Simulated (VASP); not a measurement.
Method: PBEsol GGA with spin-orbit coupling, VASP's PBE PAW potentials (set 64) (plane waves; VASP 6.6.1).

A VASP calculation is set up with these files.

**INCAR**
```
# general
SYSTEM    =Ta
PREC      =Accurate
ENCUT     =400   # plane-wave cut-off (eV)
LREAL     =.FALSE.   # projection in real space or not
LASPH     =.TRUE.   # aspherical one-centre terms

# electronic loop
EDIFF     =1E-6   # SCF stop (eV)
NELM      =100   # most electronic steps
ALGO      =Normal
LMAXMIX   =6

# smearing
ISMEAR    =0
SIGMA     =0.05

# functional
GGA       =PS   # PBEsol
GGA_COMPAT=.FALSE.

# spin
MAGMOM    =0 0 0
LSORBIT   =.TRUE.

# output
LWAVE     =.FALSE.
LCHARG    =.FALSE.
```

**KPOINTS_OPT**
```
k-points along high-symmetry lines
8
Line-mode
Reciprocal
  0.000000   0.000000   0.000000 ! GAMMA
  0.500000  -0.500000   0.500000 ! H

  0.500000  -0.500000   0.500000 ! H
  0.000000  -0.000000   0.500000 ! N

  0.000000  -0.000000   0.500000 ! N
  0.000000   0.000000   0.000000 ! GAMMA

  0.000000   0.000000   0.000000 ! GAMMA
  0.250000   0.250000   0.250000 ! P

  0.250000   0.250000   0.250000 ! P
  0.500000  -0.500000   0.500000 ! H

  0.250000   0.250000   0.250000 ! P
  0.000000  -0.000000   0.500000 ! N
```

File POSCAR:
```
Ta
1
   -1.6419152816     1.6419152816     1.6419152816
    1.6419152816    -1.6419152816     1.6419152816
    1.6419152816     1.6419152816    -1.6419152816
Ta
1
Direct
  0.0000000000   0.0000000000   0.0000000000
```

KPOINTS:
```
Regular mesh
0
Gamma
14 14 14
0 0 0
```

POTCAR, in this order: Ta_pv (PBE.64 set). Program: vasp_ncl.

### Question
Estimate the energy per atom (σ→0), band gap (over mesh and band path).

### Answer

```json
{
 "energy per atom (σ→0)": "-13.272 eV/atom",
 "band gap (over mesh and band path)": "none (metal, semimetal or under 0.01 eV)"
}
```

### OSZICAR
```
...
DAV:   7    -0.132745781430E+02    0.12041E+00   -0.32625E-01  4128   0.668E+00    0.121E+00
DAV:   8    -0.132736319130E+02    0.94623E-03   -0.21171E-03  4094   0.537E-01    0.273E-01
DAV:   9    -0.132725959979E+02    0.10359E-02   -0.12798E-03  4196   0.510E-01    0.313E-02
DAV:  10    -0.132725855271E+02    0.10471E-04   -0.35938E-05  4056   0.806E-02    0.238E-02
DAV:  11    -0.132725837908E+02    0.17363E-05   -0.50534E-06  4234   0.313E-02    0.346E-03
DAV:  12    -0.132725838525E+02   -0.61700E-07   -0.11071E-07  1956   0.466E-03
   1 F= -.13272584E+02 E0= -.13271854E+02  d E =-.145891E-02  mag=     0.0000    -0.0000    -0.0000
       N       E                     dE             ncg
```

The compound is Ta in the bcc structure. It was relaxed first.
